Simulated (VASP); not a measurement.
```
CELL_PARAMETERS angstrom
      1.67508    -2.90133     0.00000
      1.67508     2.90133     0.00000
      0.00000     0.00000     5.20275
ATOMIC_POSITIONS crystal
  Sc 0.33333 0.66667 0.25000
  Sc 0.66667 0.33333 0.75000
```

Method: AM05 GGA, VASP's PBE PAW potentials (set 64) (plane waves; VASP 6.6.1). Settings: 520 eV cut-off, 13×13×7 Γ-centred mesh, first-order Methfessel-Paxton smearing of 0.10 eV, potentials Sc_sv.

**Question.** Give the stress tensor in GPa (positive for a compressed cell).

**Answer.** 
```
-3.03   0.00   0.00
 0.00  -3.03   0.00
 0.00   0.00  -2.99
```
The pressure is its mean diagonal, -3.02 GPa.

The compound is Sc in the hcp structure. This cell is one point of a volume scan, at 1.06 of the reference volume.
